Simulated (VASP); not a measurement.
# BHSeF₂: harmonic vibrations of a molecule

BHSeF₂, molecule in box, 5 atoms in the cell. PBE, harmonic vibrations; PAW potentials F, B, Se, H (PBE set).

## Input

INCAR.step1:
```
PREC = Accurate
ENCUT = 400
EDIFF = 1E-8
ISMEAR = 0
SIGMA = 0.01
ISYM = 0
LREAL = F
LASPH = T
NELM = 100
ALGO = Normal
LWAVE = F
LCHARG = F
IBRION = 2
NSW = 150
ISIF = 2
EDIFFG = -0.005
POTIM = 0.5
```

INCAR.step2:
```
PREC = Accurate
ENCUT = 400
EDIFF = 1E-8
ISMEAR = 0
SIGMA = 0.01
ISYM = 0
LREAL = F
LASPH = T
NELM = 100
ALGO = Normal
LWAVE = F
LCHARG = F
IBRION = 5
NFREE = 2
POTIM = 0.015
NSW = 1
```

KPOINTS:
```
k-points
0
Gamma
  1 1 1
```

POSCAR.step1:
```
BHSeF2
1.0
   12.0000000000      0.0000000000      0.0000000000
    0.0000000000     13.0000000000      0.0000000000
    0.0000000000      0.0000000000     11.0000000000
F B Se H
2 1 1 1
Direct
    0.5898500000      0.3821769200      0.5641363600
    0.4123166700      0.4407153800      0.5632727300
    0.5176833300      0.4540923100      0.5339090900
    0.5702166700      0.5752461500      0.4481909100
    0.4586250000      0.6210538500      0.4420454500
```

Commands (each step's output is kept before the next begins):
```
cat potpaw_PBE.64/F/POTCAR potpaw_PBE.64/B/POTCAR potpaw_PBE.64/Se/POTCAR potpaw_PBE.64/H/POTCAR > POTCAR
cp INCAR.step1 INCAR
cp POSCAR.step1 POSCAR
mpirun -np 4 vasp_gam > vasp.out
cp CONTCAR POSCAR
cp INCAR.step2 INCAR
mpirun -np 4 vasp_gam > vasp.out
```

## Result

- Vibrations (cm⁻¹; a negative value is imaginary): 2366, 1330, 1158, 713, 597, 524, 321, 313, 244
- Zero-point energy (eV): 0.469
- Translations and rotations, which should read zero (cm⁻¹): -6, -4, -2, 12, 22, 27
- Vibrational entropy at 298 K (meV/K): 0.254
- Displaced cells: 30
- Ionic steps, all stages: 42
- Electronic steps, all stages: 779

VASP 6.6.1 took 1006 s on 4 cores (Intel Xeon Platinum 8259CL @ 2.50GHz (Skylake/Cascade Lake)), a shared host.
